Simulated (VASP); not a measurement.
OSZICAR of a VASP run on Mo (bcc):

File OSZICAR:
```
       N       E                     dE             d eps       ncg     rms          rms(c)
DAV:   1     0.871322939935E+02    0.87132E+02   -0.80577E+03  3222   0.123E+03
DAV:   2    -0.103013283838E+02   -0.97434E+02   -0.93884E+02  3481   0.331E+02
DAV:   3    -0.116027634360E+02   -0.13014E+01   -0.12898E+01  3690   0.384E+01
DAV:   4    -0.116063371375E+02   -0.35737E-02   -0.35733E-02  3507   0.230E+00
DAV:   5    -0.116063549869E+02   -0.17849E-04   -0.17849E-04  3709   0.163E-01    0.144E+01
DAV:   6    -0.110204469044E+02    0.58591E+00   -0.10513E+00  3448   0.124E+01    0.384E+00
DAV:   7    -0.109437537143E+02    0.76693E-01   -0.20493E-01  3731   0.511E+00    0.955E-01
DAV:   8    -0.109400758570E+02    0.36779E-02   -0.41012E-03  3319   0.919E-01    0.174E-01
DAV:   9    -0.109401392758E+02   -0.63419E-04   -0.11278E-04  3771   0.146E-01    0.730E-02
DAV:  10    -0.109401467606E+02   -0.74848E-05   -0.11522E-05  3373   0.446E-02    0.705E-03
DAV:  11    -0.109401470193E+02   -0.25876E-06   -0.34662E-07  3820   0.642E-03    0.109E-03
DAV:  12    -0.109401469027E+02    0.11658E-06   -0.10501E-08  1859   0.131E-03    0.182E-04
DAV:  13    -0.109401469217E+02   -0.18976E-07   -0.43527E-10  1781   0.292E-04
   1 F= -.99554064E+01 E0= -.99556089E+01  d E =-.995541E+01
       N       E                     dE             d eps       ncg     rms          rms(c)
DAV:   1    -0.137788728210E+02   -0.28387E+01   -0.80228E+01  3331   0.126E+02    0.279E+01
DAV:   2    -0.109598885014E+02    0.28190E+01   -0.53608E+00  3223   0.315E+01    0.384E+00
DAV:   3    -0.106396304765E+02    0.32026E+00   -0.10952E+00  3426   0.136E+01    0.513E+00
DAV:   4    -0.106584663509E+02   -0.18836E-01   -0.18832E-02  3361   0.164E+00    0.950E-01
DAV:   5    -0.106592547645E+02   -0.78841E-03   -0.63298E-03  3485   0.101E+00    0.123E-01
DAV:   6    -0.106592282071E+02    0.26557E-04   -0.46350E-05  3475   0.942E-02    0.196E-02
DAV:   7    -0.106592224599E+02    0.57472E-05   -0.99813E-06  3490   0.407E-02    0.361E-03
DAV:   8    -0.106592226297E+02   -0.16981E-06   -0.51583E-08  2225   0.262E-03    0.634E-04
DAV:   9    -0.106592226955E+02   -0.65765E-07   -0.62204E-09  1742   0.100E-03
   2 F= -.98018634E+01 E0= -.98018219E+01  d E =0.153543E+00
       N       E                     dE             d eps       ncg     rms          rms(c)
DAV:   1    -0.128370216315E+02   -0.21778E+01   -0.50555E+01  3313   0.104E+02    0.124E+01
DAV:   2    -0.110248928618E+02    0.18121E+01   -0.41872E+00  3229   0.251E+01    0.380E+00
DAV:   3    -0.109104640701E+02    0.11443E+00   -0.55531E-01  3435   0.927E+00    0.122E+00
DAV:   4    -0.109194986806E+02   -0.90346E-02   -0.39841E-03  3370   0.792E-01    0.713E-01
DAV:   5    -0.109249455150E+02   -0.54468E-02   -0.28143E-03  3403   0.528E-01    0.400E-02
DAV:   6    -0.109249469439E+02   -0.14289E-05   -0.27631E-05  3547   0.532E-02    0.892E-03
DAV:   7    -0.109249484326E+02   -0.14887E-05   -0.11729E-06  3397   0.131E-02    0.321E-03
DAV:   8    -0.109249486683E+02   -0.23574E-06   -0.52074E-08  2084   0.282E-03    0.417E-04
DAV:   9    -0.109249484737E+02    0.19462E-06   -0.50215E-09  1697   0.105E-03    0.152E-04
DAV:  10    -0.109249484673E+02    0.63785E-08   -0.38614E-10  1655   0.316E-04
   3 F= -.99712513E+01 E0= -.99714189E+01  d E =-.158449E-01
       N       E                     dE             d eps       ncg     rms          rms(c)
DAV:   1    -0.109240160848E+02    0.93239E-03   -0.78203E-03  3334   0.127E+00    0.201E-01
DAV:   2    -0.109237250244E+02    0.29106E-03   -0.60033E-04  3322   0.312E-01    0.343E-02
DAV:   3    -0.109237034648E+02    0.21560E-04   -0.92557E-05  3450   0.120E-01    0.305E-02
DAV:   4    -0.109237081072E+02   -0.46424E-05   -0.15294E-06  3330   0.146E-02    0.134E-03
DAV:   5    -0.109237081467E+02   -0.39480E-07   -0.12687E-07  2251   0.448E-03
   4 F= -.99712841E+01 E0= -.99714500E+01  d E =-.158777E-01
```

Problem. Which electronic solver shows in the log?

Solution. It is blocked Davidson (ALGO = Normal, or the opening steps of other solvers). The INCAR had ALGO = Normal.

Problem. Can the final energy be trusted as converged?

Solution. The run converged. It stopped with EDIFF = 1E-7, NELM = 100, NSW = 40 and EDIFFG = -0.01 after 4 ionic steps (PBE GGA, plane waves, VASP's PBE PAW potentials (set 64)). Energy and stress use the plane-wave basis of the starting cell.

The compound is Mo in the bcc structure. This run relaxes it under an external pressure of 10 GPa. Symmetry was kept, so distortions that lower it aren't found.
